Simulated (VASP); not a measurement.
# VWC2 (R-3m) in VASP: reference runs, part 2 of 2

VASP 6.6.1. The steps go on from the part before.

### Step 4. Equation of state, PBE, collinear spin, ferromagnetic start, 9.44 Å³/atom (volume scaled by 0.96)

Contents of INCAR:

```
PREC = Accurate
ENCUT = 520
EDIFF = 1E-7
ISMEAR = -1
SIGMA = 0.05
LREAL = False
LASPH = True
NELM = 100
ALGO = Normal
ISIF = 2
LWAVE = False
LCHARG = False
ISPIN = 2
MAGMOM = 0 2 0 0
LORBIT = 11
LMAXMIX = 4
GGA = PE
NBANDS = 30
```

Contents of KPOINTS:

```
Automatic mesh
0
Gamma
  10 10 10
```

Contents of POSCAR:

```
VWC2
1.0
    1.4965380473      0.8640266445      4.8672107864
   -1.4965380473      0.8640266445      4.8672107864
    0.0000000000     -1.7280532889      4.8672107864
W V C
1 1 2
Direct
    0.0000000000      0.0000000000      0.0000000000
    0.5000000000      0.5000000000      0.5000000000
    0.2464940000      0.2464940000      0.2464940000
    0.7535060000      0.7535060000      0.7535060000
```

Run with:

```
cat potpaw_PBE.64/W_sv/POTCAR potpaw_PBE.64/V_sv/POTCAR potpaw_PBE.64/C/POTCAR > POTCAR
mpirun -np 1 vasp_std > vasp.out
```

It took 9.1 min on 1 thread of Intel Xeon Platinum 8488C (Sapphire Rapids), shared host; peak memory 0.44 GiB.

It converged, with:

* Free energy: -40.7496 eV
* Pressure: 13.5 GPa
* Largest force: 0.116 eV/Å
* Band gap on the k mesh: none (metal or under the smearing width)
* Net moment: 0.00 μB per cell
* Valence electrons inside the program's atomic spheres: W 12.22; V 11.76; C 2.47

### Step 5. Equation of state, PBE, collinear spin, ferromagnetic start, 9.64 Å³/atom (volume scaled by 0.98)

Contents of INCAR:

```
SYSTEM = VWC2
ALGO = Normal
EDIFF = 1E-7
ENCUT = 520
GGA = PE
ISIF = 2
ISMEAR = -1
ISPIN = 2
LASPH = .True.
LCHARG = .False.
LMAXMIX = 4
LORBIT = 11
LREAL = .False.
LWAVE = .False.
MAGMOM = 0 2 0 0
NBANDS = 30
NELM = 100
PREC = Accurate
SIGMA = 0.05
```

Contents of KPOINTS:

```
k-points
0
Gamma
  10 10 10
  0 0 0
```

Contents of POSCAR:

```
VWC2
1.0
    1.5068593255      0.8699856372      4.9007788181
   -1.5068593255      0.8699856372      4.9007788181
    0.0000000000     -1.7399712744      4.9007788181
W V C
1 1 2
Direct
    0.0000000000      0.0000000000      0.0000000000
    0.5000000000      0.5000000000      0.5000000000
    0.2464940000      0.2464940000      0.2464940000
    0.7535060000      0.7535060000      0.7535060000
```

Run with:

```
cat potpaw_PBE.64/W_sv/POTCAR potpaw_PBE.64/V_sv/POTCAR potpaw_PBE.64/C/POTCAR > POTCAR
mpirun -np 1 vasp_std > vasp.out
```

Wall time 9.4 min (1 thread of Intel Xeon Platinum 8488C (Sapphire Rapids), shared host); peak memory 0.45 GiB.

Results (log left out):

```
Free energy                                           : -40.7971 eV
Pressure                                              : 5.7 GPa
Largest force                                         : 0.013 eV/Å
Band gap on the k mesh                                : none (metal or under the smearing width)
Net moment                                            : 0.00 μB per cell
Valence electrons inside the program's atomic spheres : W 12.16; V 11.71; C 2.45
```

### Step 6. Equation of state, PBE, collinear spin, ferromagnetic start, 10.03 Å³/atom (volume scaled by 1.02)

Contents of INCAR:

```
SYSTEM = VWC2
  PREC = Accurate
  ENCUT = 520
  EDIFF = 1E-7
  ISMEAR = -1
  SIGMA = 0.05
  LREAL = .FALSE.
  LASPH = .TRUE.
  NELM = 100
  ALGO = Normal
  ISIF = 2
  LWAVE = .FALSE.
  LCHARG = .FALSE.
  ISPIN = 2
  MAGMOM = 0 2 0 0
  LORBIT = 11
  LMAXMIX = 4
  GGA = PE
  NBANDS = 30
```

Contents of KPOINTS:

```
Automatic mesh
0
G
  10 10 10
  0 0 0
```

Contents of POSCAR:

```
VWC2
1.0
    1.5270880390      0.8816646904      4.9665689346
   -1.5270880390      0.8816646904      4.9665689346
    0.0000000000     -1.7633293808      4.9665689346
W V C
1 1 2
Direct
    0.0000000000      0.0000000000      0.0000000000
    0.5000000000      0.5000000000      0.5000000000
    0.2464940000      0.2464940000      0.2464940000
    0.7535060000      0.7535060000      0.7535060000
```

Potentials or basis: VASP PAW PBE potentials, release 64 (W_sv, V_sv, C).

Run with:

```
cat potpaw_PBE.64/W_sv/POTCAR potpaw_PBE.64/V_sv/POTCAR potpaw_PBE.64/C/POTCAR > POTCAR
mpirun -np 1 vasp_std > vasp.out
```

It took 9.6 min on 1 thread of Intel Xeon Platinum 8488C (Sapphire Rapids), shared host; peak memory 0.44 GiB.

Results (log left out):

```
Free energy                                           : -40.7868 eV
Pressure                                              : -7.6 GPa
Largest force                                         : 0.170 eV/Å
Band gap on the k mesh                                : none (metal or under the smearing width)
Net moment                                            : 0.00 μB per cell
Valence electrons inside the program's atomic spheres : W 12.06; V 11.62; C 2.41
```

### Step 7. Equation of state, PBE, collinear spin, ferromagnetic start, 10.23 Å³/atom (volume scaled by 1.04)

Contents of INCAR:

```
SYSTEM = VWC2
  ALGO = Normal
  EDIFF = 1E-7
  ENCUT = 520
  GGA = PE
  ISIF = 2
  ISMEAR = -1
  ISPIN = 2
  LASPH = .True.
  LCHARG = .False.
  LMAXMIX = 4
  LORBIT = 11
  LREAL = .False.
  LWAVE = .False.
  MAGMOM = 0 2 0 0
  NBANDS = 30
  NELM = 150
  PREC = Accurate
  SIGMA = 0.05
```

Contents of KPOINTS:

```
k-points
0
Gamma
  10 10 10
  0 0 0
```

Contents of POSCAR:

```
VWC2
1.0
    1.5370044730      0.8873899462      4.9988202859
   -1.5370044730      0.8873899462      4.9988202859
    0.0000000000     -1.7747798924      4.9988202859
W V C
1 1 2
Direct
    0.0000000000      0.0000000000      0.0000000000
    0.5000000000      0.5000000000      0.5000000000
    0.2464940000      0.2464940000      0.2464940000
    0.7535060000      0.7535060000      0.7535060000
```

Potentials or basis: VASP PAW PBE potentials, release 64 (W_sv, V_sv, C).

Run with:

```
cat potpaw_PBE.64/W_sv/POTCAR potpaw_PBE.64/V_sv/POTCAR potpaw_PBE.64/C/POTCAR > POTCAR
mpirun -np 1 vasp_std > vasp.out
```

OUTCAR:

```text
SYSTEM = VWC2
   EDIFF = 1E-7
   ENCUT = 520
   GGA = PE
   ISIF = 2
   ISMEAR = -1
   ISPIN = 2
   LASPH = .True.
   LORBIT = 11
   LREAL = .False.
   NELM = 150
   PREC = Accurate

 Found    116 irreducible k-points:

 Following reciprocal coordinates:
            Coordinates               Weight
  0.000000  0.000000  0.000000      1.000000
  0.100000  0.000000 -0.000000      6.000000
  0.200000  0.000000 -0.000000      6.000000
  0.300000  0.000000 -0.000000      6.000000
  0.400000  0.000000 -0.000000      6.000000
  0.500000  0.000000  0.000000      3.000000
[... 483 lines left out ...]
      direct lattice vectors                 reciprocal lattice vectors
     1.537004473  0.887389946  4.998820286     0.325308097  0.187816717  0.066682400
    -1.537004473  0.887389946  4.998820286    -0.325308097  0.187816717  0.066682400
     0.000000000 -1.774779892  4.998820286     0.000000000 -0.375633435  0.066682400

 POSITION                                       TOTAL-FORCE (eV/Angst)
 -----------------------------------------------------------------------------------
      0.00000      0.00000      0.00000         0.000000     -0.000000     -0.000000
      0.00000      0.00000      7.49823        -0.000000     -0.000000     -0.000000
      0.00000      0.00000      3.69654         0.000000     -0.000000      0.250664
      0.00000      0.00000     11.29992         0.000000      0.000000     -0.250664
 -----------------------------------------------------------------------------------
    total drift:                               -0.000000     -0.000000      0.000000

  FREE ENERGIE OF THE ION-ELECTRON SYSTEM (eV)
  ---------------------------------------------------
  free  energy   TOTEN  =       -40.7359640680 eV

  energy  without entropy=      -40.7140149511  energy(sigma->0) =      -40.72498951

 total charge

# of ion       s       p       d       tot
------------------------------------------
    1        2.314   6.364   3.334  12.013
    2        2.232   6.265   3.086  11.583
    3        0.871   1.525   0.000   2.396
    4        0.871   1.525   0.000   2.396
--------------------------------------------------
tot          6.288  15.679   6.421  28.388

 magnetization (x)

# of ion       s       p       d       tot
------------------------------------------
    1        0.000   0.000  -0.000  -0.000
    2       -0.000  -0.000  -0.000  -0.000
    3        0.000   0.000   0.000   0.000
    4        0.000   0.000   0.000   0.000
--------------------------------------------------
tot          0.000   0.000  -0.000  -0.000
```

OSZICAR:

```text
N       E                     dE             d eps       ncg     rms          rms(c)
DAV:   1     0.363043754527E+03    0.36304E+03   -0.17955E+04 13960   0.129E+03
DAV:   2    -0.300739519867E+02   -0.39312E+03   -0.37574E+03 14748   0.417E+02
[... 11 lines left out ...]
DAV:  14    -0.407359756567E+02    0.18550E-04   -0.38476E-04 15510   0.122E-01    0.371E-02
DAV:  15    -0.407359655233E+02    0.10133E-04   -0.34024E-05 15276   0.437E-02    0.119E-02
DAV:  16    -0.407359645471E+02    0.97621E-06   -0.77863E-06 15876   0.188E-02    0.800E-03
DAV:  17    -0.407359642907E+02    0.25637E-06   -0.32078E-07 13036   0.394E-03    0.587E-03
DAV:  18    -0.407359640647E+02    0.22602E-06   -0.68601E-07 12470   0.522E-03    0.163E-03
DAV:  19    -0.407359640680E+02   -0.33579E-08   -0.31011E-08  7416   0.109E-03
   1 F= -.40735964E+02 E0= -.40724990E+02  d E =-.219491E-01  mag=    -0.0002
```

stdout:

```text
POSCAR found type information on POSCAR W V C
 POSCAR found :  3 types and       4 ions
 scaLAPACK will be used
 LDA part: xc-table for (Slater+PW92), standard interpolation
 POSCAR, INCAR and KPOINTS ok, starting setup
 FFT: planning ... GRIDC
 FFT: planning ... GRID_SOFT
 FFT: planning ... GRID
 WAVECAR not read
 entering main loop
```

Wall time 10 min (1 thread of Intel Xeon Platinum 8488C (Sapphire Rapids), shared host); peak memory 0.45 GiB.

What came out:

```yaml
Free_energy: -40.7360 eV
Pressure: -13.2 GPa
Largest_force: 0.251 eV/Å
Band_gap_on_the_k_mesh: none (metal or under the smearing width)
Net_moment: 0.00 μB per cell
Valence_electrons_inside_the_program's_atomic_spheres: W 12.01; V 11.58; C 2.40
```

### Step 8. Equation of state, PBE, collinear spin, ferromagnetic start

Potentials or basis: VASP PAW PBE potentials, release 64 (W_sv, V_sv, C).

This step only gathers the single runs of the series.

What came out:

```
Equilibrium volume                        : 9.80 Å³/atom
Bulk modulus at fixed shape and positions : 337 GPa
Pressure derivative of the bulk modulus   : 4.3
```

Energy against volume, from the lowest point:
| volume (Å³/atom) | energy (meV/atom) |
| --- | --- |
| 9.244 | 36.63 |
| 9.440 | 14.67 |
| 9.637 | 2.80 |
| 9.834 | 0.00 |
| 10.030 | 5.37 |
| 10.227 | 18.09 |

Caveat: the cell was scaled at fixed shape and fractional positions, which overstates the stiffness of a crystal with free parameters, most of all of layers and chains.
